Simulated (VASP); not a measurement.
Crystal: Ti2RuC3.

```
CELL_PARAMETERS angstrom
3.47961 0.00000 0.00000
0.00000 3.84833 0.00000
0.00000 0.00000 6.57417
ATOMIC_POSITIONS crystal
Ti 0.00000 0.50000 0.01096
Ti 0.00000 0.00000 0.49213
Ru 0.50000 0.50000 0.33016
C 0.50000 0.00000 0.83332
C 0.50000 0.00000 0.16962
C 0.50000 0.50000 0.66381
```

The cell was built by a generator and needn't be a form met in nature.

- Program: VASP 6.6.1
- Task: relaxation of cell and atoms
- Functional: PBE
- Potentials or basis: VASP PAW PBE potentials, release 64 (Ti_sv, Ru_pv, C)
- Cutoff: 520 eV
- k mesh: 5 × 5 × 3
- Occupations: gaussian, width 0.15 eV
- Spin: no spin polarisation

At the start: pressure -35.1 GPa; volume 14.67 Å³/atom.

Problem. Where does the relaxation end?

Solution. Over 24 steps the energy falls by 1286.0 meV/atom and the volume is 9.66 Å³/atom (-34.2 %); space group Pmm2 (No. 25, to 0.05 Å).

Step by step:
```
step  energy change (eV)  largest force (eV/Å)  pressure (GPa)  volume (Å³)
   1              0.0000                1.0379          -35.12        88.03
   2             -1.4640                8.4168           70.51        52.97
   3             -3.6177                3.5461           -1.24        65.06
   4             -3.6257                3.6311            1.24        64.42
   5             -5.2994                3.9177            7.88        59.17
   6             -5.3350                2.7784           30.15        55.35
   7             -5.5318                3.6257           17.92        57.25
   8             -6.3280                2.6071            0.66        61.24
   9             -6.3433                2.2595            1.42        60.79
  10             -6.7634                1.0852           -5.28        62.00
  11             -6.8072                1.3843           -7.21        62.46
  12             -7.0751                1.3319           -2.42        59.91
  13             -7.1006                1.5251            0.65        58.93
  14             -7.3533                1.0706            5.64        57.44
  15             -7.4008                1.2985            8.87        56.71
  16             -7.5679                1.0539            0.64        58.05
  17             -7.5720                1.2326           -0.57        58.27
  18             -7.6563                0.6699           -1.62        58.29
  19             -7.6967                0.3343           -1.99        58.31
  20             -7.7091                0.2520            1.27        57.63
  21             -7.7093                0.2420            1.56        57.56
  22             -7.7152                0.0847            0.59        57.78
  23             -7.7155                0.0974            0.35        57.81
  24             -7.7161                0.0138           -0.18        57.95
```

Final structure:
```yaml
crystal:
  lattice:
    - [3.24137, 0.00000, 0.00000]
    - [0.00000, 2.87094, 0.00000]
    - [0.00000, 0.00000, 6.22765]
  atoms:
    - { symbol: Ti, position: [0.00000, 0.50000, 0.96936] }
    - { symbol: Ti, position: [0.00000, 0.00000, 0.58296] }
    - { symbol: Ru, position: [0.50000, 0.50000, 0.33226] }
    - { symbol: C, position: [0.50000, 0.00000, 0.83930] }
    - { symbol: C, position: [0.50000, 0.00000, 0.07971] }
    - { symbol: C, position: [0.50000, 0.50000, 0.69642] }
```

Caveat: the k mesh is coarse (spacing up to 0.36 Å⁻¹), so the values aren't converged; the volume moved by over 15 % at a fixed basis, so the end points are rough.
